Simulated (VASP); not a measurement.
# Ga2PN: relaxation of cell and atoms with PBE

The system is Ga2PN.

```
Ga P N
1.0
     3.69016    0.00000    0.00000
     0.00000    3.69016    0.00000
     0.00000    0.00000    5.21173
Ga P N
2 1 1
Direct
  0.50000 0.00000 0.76218
  0.00000 0.50000 0.23782
  0.50000 0.50000 0.00000
  0.00000 0.00000 0.50000
```

The cell was built by a generator and needn't be a form met in nature.

```
Program                : VASP 6.6.1
Task                   : relaxation of cell and atoms
Functional             : PBE
Potentials or basis    : VASP PAW PBE potentials, release 64 (Ga_d, P, N)
Cutoff                 : 520 eV
k mesh                 : 4 × 4 × 3
Occupations            : gaussian, width 0.15 eV
Spin                   : no spin polarisation
Further INCAR settings : PREC = Normal; ALGO = Fast; EDIFF = 0.0001; IBRION = 2; EDIFFG = -0.08; NSW = 24; ISIF = 3
```

```yaml
Relaxed_volume: 15.99 Å³/atom
Relaxed_cell: a = 3.591 Å, b = 3.591 Å, c = 4.961 Å, α = 90.00°, β = 90.00°, γ = 90.00°
Space_group_after_relaxing_to_0.05_Å: P-4m2 (No. 115)
Energy_gained_by_relaxing: 334.3 meV/atom
Ionic_steps: 10
Pressure_after_relaxing: -0.1 GPa
Largest_force_after_relaxing: 0.026 eV/Å
Band_gap_on_the_k_mesh: none (metal or under the smearing width)
```

Forces on the atoms (eV/Å):
```
Ga   0.000  0.000  0.026
Ga   0.000  0.000 -0.026
P    0.000  0.000  0.000
N    0.000  0.000  0.000
```

Stress tensor (GPa, compression positive):
```
-0.40  0.00  0.00
 0.00 -0.40  0.00
 0.00  0.00  0.58
```

Step by step:
```csv
step,energy change (eV),largest force (eV/Å),pressure (GPa),volume (Å³)
1,0.0000,4.2028,-3.15,70.97
2,-1.1813,1.2038,-3.62,67.43
3,-1.3110,0.1399,-2.38,65.90
4,-1.3102,0.0407,-3.18,66.00
5,-1.3279,0.0111,2.71,62.67
6,-1.3351,0.0412,0.76,63.81
7,-1.3348,0.0337,-0.56,64.06
8,-1.3350,0.0030,0.40,63.90
9,-1.3350,0.0136,-0.28,63.94
10,-1.3373,0.0265,-0.08,63.96
```

Final structure:
```
Ga P N
1.0
     3.59069    0.00000    0.00000
     0.00000    3.59069    0.00000
     0.00000    0.00000    4.96111
Ga P N
2 1 1
Direct
  0.50000 0.00000 0.70641
  0.00000 0.50000 0.29359
  0.50000 0.50000 0.00000
  0.00000 0.00000 0.50000
```

Levels at points of the mesh, in eV from the Fermi level:
```csv
k point,band 15,band 16,band 17,band 18,band 19,band 20,band 21,band 22
"(0.00, 0.00, 0.00)",-3.42,-0.46,-0.45,-0.04,-0.04,2.83,3.43,5.73
"(0.50, 0.00, 0.00)",-3.70,-3.32,-2.61,-0.39,2.91,3.74,4.80,4.85
"(0.50, 0.50, 0.00)",-3.05,-2.90,-2.90,-2.58,1.45,2.13,2.99,2.99
```

It took 24 s on 2 MPI ranks on Intel(R) Xeon(R) Platinum 8375C CPU @ 2.90GHz (Ice Lake) (shared host), peak memory 0.16 GiB a rank.

Caveat: the k mesh is coarse (spacing up to 0.43 Å⁻¹), so the values aren't converged; the relaxation stopped at a loose force limit of 0.08 eV/Å, so its end isn't a converged minimum.
